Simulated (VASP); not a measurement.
Data:

```
CELL_PARAMETERS angstrom
      3.04801     0.00000     0.00000
      0.00000     3.04801     0.00000
      0.00000     0.00000     3.04801
ATOMIC_POSITIONS crystal
  Al 0.50000 0.50000 0.50000
  Ru 0.00000 0.00000 0.00000
```

Method: PBEsol GGA, VASP's PBE PAW potentials (set 64) (plane waves; VASP). Settings: 300 eV cut-off, 7×7×7 Γ-centred mesh, Gaussian smearing of 0.10 eV, potentials Al Ru_pv.

At this cut-off the stress carries a Pulay error, which pulls relaxed volumes low.

**Question.** Estimate the energy per atom (σ→0), pressure, band gap (on the k-mesh) with the smallest direct gap where there is one.

**Answer.** 
```
Quantity                                                     Value
------------------------  ----------------------------------------
band gap (on the k-mesh)  none (metal, semimetal or under 0.01 eV)
energy per atom (σ→0)                               -7.721 eV/atom
pressure                                               -137.3 kbar
```

The absolute energy has meaning only against runs of the same code, potentials and settings.

The structure is a typed RuAl crystal (Pm-3m). The cell was not relaxed at this level. The electron count is odd and the run is not spin-polarised, which forces a metal.
